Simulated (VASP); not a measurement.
# SiSn2 (P6_3/mmc) in VASP: notebook, part 2 of 2

VASP 6.6.1.

## Step 3: Relaxation of cell and atoms, PBE

This run uses another cell than the first one, of 23.78 Å³/atom, 0.894 times its volume.

INCAR reads:

```
SYSTEM = SiSn2
  ALGO = Fast
  EDIFF = 1E-6
  EDIFFG = -0.04
  ENCUT = 600
  GGA = PE
  IBRION = 2
  ISIF = 3
  ISMEAR = 0
  LASPH = .TRUE.
  LCHARG = .FALSE.
  LREAL = .FALSE.
  LWAVE = .FALSE.
  NELM = 100
  NSW = 90
  PREC = Accurate
  SIGMA = 0.1
```

KPOINTS reads:

```
k-points
0
G
  6 6 1
  0 0 0
```

POSCAR reads:

```
SiSn2
1.0
    3.2627269900      0.0000000000      0.0000000000
   -1.6313634900      2.8256044600      0.0000000000
    0.0000000000      0.0000000000     15.4762490300
Si Sn
2 4
Direct
    0.3333333300      0.6666666700      0.7500000000
    0.6666666700      0.3333333300      0.2500000000
    0.3333333300      0.6666666700      0.0833333300
    0.3333333300      0.6666666700      0.4166666700
    0.6666666700      0.3333333300      0.5833333300
    0.6666666700      0.3333333300      0.9166666700
```

Potentials or basis: VASP PAW PBE potentials, release 64 (Si, Sn_d).

On the command line:

```
cat potpaw_PBE.64/Si/POTCAR potpaw_PBE.64/Sn_d/POTCAR > POTCAR
mpirun -np 1 vasp_std > vasp.out
```

OUTCAR:

```text
SYSTEM = SiSn2
   EDIFF = 1E-6
   EDIFFG = -0.04
   ENCUT = 600
   GGA = PE
   IBRION = 2
   ISIF = 3
   ISMEAR = 0
   LASPH = .TRUE.
   LREAL = .FALSE.
   NELM = 100
   NSW = 90
   PREC = Accurate

 ion  position               nearest neighbor table
   1  0.333  0.667  0.750-   5 3.19   6 3.19   5 3.19   6 3.19   5 3.19   6 3.19
   2  0.667  0.333  0.250-   3 3.19   4 3.19   3 3.19   4 3.19   3 3.19   4 3.19
   3  0.333  0.667  0.083-   6 3.19   6 3.19   6 3.19   2 3.19   2 3.19   2 3.19
   4  0.333  0.667  0.417-   5 3.19   5 3.19   5 3.19   2 3.19   2 3.19   2 3.19
   5  0.667  0.333  0.583-   4 3.19   4 3.19   4 3.19   1 3.19   1 3.19   1 3.19
   6  0.667  0.333  0.917-   3 3.19   3 3.19   3 3.19   1 3.19   1 3.19   1 3.19

  LATTYP: Found a hexagonal cell.
 ALAT       =     3.2627269900
 C/A-ratio  =     4.7433478429

  Lattice vectors:

 A1 = (   3.2627269900,   0.0000000000,   0.0000000000)
 A2 = (  -1.6313634900,   2.8256044600,   0.0000000000)
 A3 = (   0.0000000000,   0.0000000000,  15.4762490300)

Analysis of symmetry for initial positions (statically):
=====================================================================
 Subroutine PRICEL returns:
 Original cell was already a primitive cell.

 Routine SETGRP: Setting up the symmetry group for a
 hexagonal supercell.

 Subroutine GETGRP returns: Found 24 space group operations
[... 165 lines left out ...]
  FORCE on cell =-STRESS in cart. coord.  units (eV):
  Direction    XX          YY          ZZ          XY          YZ          ZX
  --------------------------------------------------------------------------------------
  -------------------------------------------------------------------------------------
  Total        1.9941553      1.9941553     -0.3937104      0.0000000      0.0000000      0.0000000
  in kB       22.3929721     22.3929721     -4.4210927      0.0000000      0.0000000      0.0000000
  external PRESSURE =      13.4549505 kB  Pullay stress =       0.0000000 kB
[... 101 lines left out ...]
  FREE ENERGIE OF THE ION-ELECTRON SYSTEM (eV)
  ---------------------------------------------------
  free  energy   TOTEN  =       -23.8319639124 eV

  energy  without entropy=      -23.8087228004  energy(sigma->0) =      -23.82034336

[... ionic steps 4 to 12 ...]

--------------------------------------- Ionic step       13  -------------------------------------------

 number of electron      64.0000005 magnetization

------------------------ aborting loop because EDIFF is reached ----------------------------------------
[... 75 lines left out ...]
--------------------------------------- Ionic step       15  -------------------------------------------

 number of electron      64.0000002 magnetization

 Free energy of the ion-electron system (eV)
  ---------------------------------------------------
  ext. energy  EPLUGINS =         0.00000000
  ---------------------------------------------------
  free energy    TOTEN  =       -24.27398837 eV

  energy without entropy =      -24.26107106  energy(sigma->0) =      -24.26752971

 E-fermi :   7.8771     XC(G=0): -10.4263

 val. band max:        7.7904193185   @ k =   0.1667   0.1667   0.0000
 cond. band min:       7.8962463279   @ k =   0.3333   0.3333   0.0000
 fundamental gap:      0.1058270094
 Fermi energy:         7.8770636167

 k-point     1 :       0.0000    0.0000    0.0000
  band No.  band energies     occupation
      1     -13.4067      2.00000
      2     -13.4067      2.00000
      3     -13.4063      2.00000
      4     -13.4063      2.00000
      5     -13.4006      2.00000
      6     -13.4006      2.00000
[... 309 lines left out ...]
  FREE ENERGIE OF THE ION-ELECTRON SYSTEM (eV)
  ---------------------------------------------------
  free  energy   TOTEN  =       -24.2739883689 eV

  energy  without entropy=      -24.2610710599  energy(sigma->0) =      -24.26752971

 reached required accuracy - stopping structural energy minimisation
```

CONTCAR:

```text
SiSn2
   1.00000000000000
     3.4331448583124531    0.0000000002862204    0.0000000000000000
    -1.7165724236471938    2.9731906632327427   -0.0000000000000000
    -0.0000000000000000   -0.0000000000000000   13.9270886735909780
  Si              Sn
     2     4
Direct
     0.3333333300000021    0.6666666699999979    0.7500000000000000
     0.6666666699999979    0.3333333300000021    0.2500000000000000
     0.3333333300000021    0.6666666699999979    0.0962297973452241
     0.3333333300000021    0.6666666699999979    0.4037702026547759
     0.6666666699999979    0.3333333300000021    0.5962297973452241
     0.6666666699999979    0.3333333300000021    0.9037702026547759

  0.00000000E+00  0.00000000E+00  0.00000000E+00
  0.00000000E+00  0.00000000E+00  0.00000000E+00
  0.00000000E+00  0.00000000E+00  0.00000000E+00
  0.00000000E+00  0.00000000E+00  0.00000000E+00
  0.00000000E+00  0.00000000E+00  0.00000000E+00
  0.00000000E+00  0.00000000E+00  0.00000000E+00
```

It took 19 min on 1 thread of Intel Xeon Platinum 8375C at 2.90GHz (Ice Lake), shared host; peak memory 0.33 GiB.

Results:

| Property | Result |
| --- | --- |
| Free energy | -24.2740 eV |
| Relaxed volume | 23.69 Å³/atom |
| Relaxed cell | a = 3.433 Å, b = 3.433 Å, c = 13.927 Å, α = 90.00°, β = 90.00°, γ = 120.00° |
| Space group after relaxing (to 0.05 Å) | P6_3/mmc (No. 194) |
| Energy gained by relaxing | 138.5 meV/atom |
| Ionic steps | 15 |
| Pressure after relaxing | 0.0 GPa |
| Largest force after relaxing | 0.005 eV/Å |
| Band gap on the k mesh | none (metal or under the smearing width) |

Forces on the atoms (eV/Å):
```
Si   0.000  0.000  0.000
Si   0.000  0.000  0.000
Sn   0.000  0.000  0.005
Sn   0.000  0.000 -0.005
Sn   0.000  0.000  0.005
Sn   0.000  0.000 -0.005
```

Step by step:
```csv
step,energy change (eV),largest force (eV/Å),pressure (GPa),volume (Å³)
1,0.0000,0.9777,1.35,142.68
2,-0.2016,0.8955,-0.56,146.82
3,-0.3888,0.4659,-3.73,154.22
4,-0.5095,0.2674,-3.20,151.91
5,-0.6148,0.0875,-2.64,149.10
6,-0.7370,0.4674,0.03,143.44
7,-0.7325,0.2034,-0.91,144.98
8,-0.7410,0.3481,-0.54,144.14
9,-0.7785,0.4143,0.27,142.83
10,-0.7827,0.4205,0.51,142.31
11,-0.8035,0.3227,0.27,143.00
12,-0.8200,0.0428,-0.80,144.77
13,-0.8209,0.0939,-0.71,144.47
14,-0.8298,0.0133,-0.34,142.93
15,-0.8308,0.0055,-0.02,142.16
```

Final structure:
```
CELL_PARAMETERS angstrom
3.43314 0.00000 0.00000
-1.71657 2.97319 0.00000
0.00000 0.00000 13.92709
ATOMIC_POSITIONS crystal
Si 0.33333 0.66667 0.75000
Si 0.66667 0.33333 0.25000
Sn 0.33333 0.66667 0.09623
Sn 0.33333 0.66667 0.40377
Sn 0.66667 0.33333 0.59623
Sn 0.66667 0.33333 0.90377
```

Levels at points of the mesh, in eV from the Fermi level:
| k point | band 29 | band 30 | band 31 | band 32 | band 33 | band 34 | band 35 | band 36 |
| --- | --- | --- | --- | --- | --- | --- | --- | --- |
| (0.00, 0.00, 0.00) | 1.78 | 3.29 | 3.29 | 3.40 | 3.40 | 5.71 | 5.71 | 5.92 |
| (0.50, 0.00, 0.00) | -3.27 | -2.37 | -0.70 | -0.42 | 0.47 | 0.61 | 0.97 | 1.76 |

Caveat: the k mesh is coarse (spacing up to 0.41 Å⁻¹), so the values aren't converged.
